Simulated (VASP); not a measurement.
A run of VASP 6.6.1 is set up as follows.

File INCAR:

```
SYSTEM = BC5
PREC = Accurate
ENCUT = 520
EDIFF = 1E-7
ISMEAR = -1
SIGMA = 0.05
LREAL = .FALSE.
LASPH = .TRUE.
NELM = 100
ALGO = Normal
ISIF = 2
LWAVE = .FALSE.
LCHARG = .FALSE.
GGA = PE
NBANDS = 20
```

The input KPOINTS:

```
regular mesh
0
G
  12 12 4
  0 0 0
```

POSCAR

```
BC5
1.0
    2.5515512629      0.0000000000      0.0000000000
   -1.2757756315      2.2097082128      0.0000000000
    0.0000000000      0.0000000000      6.3996570000
C B
5 1
Direct
    0.0000000000      0.0000000000      0.8989420000
    0.6666666667      0.3333333333      0.5813640000
    0.0000000000      0.0000000000      0.6645630000
    0.6666666667      0.3333333333      0.3390330000
    0.3333333333      0.6666666667      0.2595110000
    0.3333333333      0.6666666667      0.0075860000
```

Potentials or basis: VASP PAW PBE potentials, release 64 (C, B).

Launch:

```sh
$ cat potpaw_PBE.64/C/POTCAR potpaw_PBE.64/B/POTCAR > POTCAR
$ mpirun -np 1 vasp_std > vasp.out
```

Problem. What does it give for the pressure?

Solution. 0.0 GPa.

Problem. What does it give for the band gap on the k mesh?

Solution. None (metal or under the smearing width).

Stress tensor (GPa, compression positive):
```
 0.04  0.00  0.00
 0.00  0.04  0.00
 0.00  0.00 -0.10
```
